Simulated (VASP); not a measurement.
The system is Be3ZnTe4.

```xyz
8
Lattice="0.0000 4.7479 4.7479 4.7479 0.0000 4.7479 4.7479 4.7479 0.0000" Properties=species:S:1:pos:R:3 pbc="T T T"
Be    2.3739    2.3739    2.3739
Be    7.1218    7.1218    7.1218
Be    0.0000    0.0000    0.0000
Zn    4.7479    4.7479    4.7479
Te    3.6633    1.0846    3.6633
Te    1.0846    1.0846    1.0846
Te    1.0846    3.6633    3.6633
Te    3.6633    3.6633    1.0846
```

The cell was built by a generator and needn't be a form met in nature.

* Program: VASP 6.6.1
* Task: relaxation of cell and atoms
* Functional: PBE
* Potentials or basis: VASP PAW PBE potentials, release 64 (Be, Zn, Te)
* Cutoff: 520 eV
* k mesh: 3 × 3 × 3
* Occupations: gaussian, width 0.15 eV
* Spin: no spin polarisation

At the start: pressure 19.8 GPa; volume 26.76 Å³/atom.

Q: Where does the relaxation end?

A: Over 6 steps the energy falls by 792.2 meV/atom and the volume is 38.59 Å³/atom (+44.2 %); space group F-43m (No. 216, to 0.05 Å).

The path:
```tsv
step	energy change (eV)	largest force (eV/Å)	pressure (GPa)	volume (Å³)
1	0.0000	8.5987	19.81	214.06
2	-4.1435	4.0696	1.39	333.76
3	-5.7422	1.8056	3.89	272.65
4	-6.3320	0.2293	-0.10	309.19
5	-6.3333	0.1872	-0.10	310.68
6	-6.3377	0.0789	-0.03	308.71
```

Final structure:
```xyz
8
Lattice="0.0000 5.3642 5.3642 5.3642 0.0000 5.3642 5.3642 5.3642 0.0000" Properties=species:S:1:pos:R:3 pbc="T T T"
Be    2.6821    2.6821    2.6821
Be    8.0464    8.0464    8.0464
Be    0.0000    0.0000    0.0000
Zn    5.3642    5.3642    5.3642
Te    4.0210    1.3432    4.0210
Te    1.3432    1.3432    1.3432
Te    1.3432    4.0210    4.0210
Te    4.0210    4.0210    1.3432
```

Caveat: the k mesh is coarse (spacing up to 0.38 Å⁻¹), so the values aren't converged; the volume moved by over 15 % at a fixed basis, so the end points are rough.
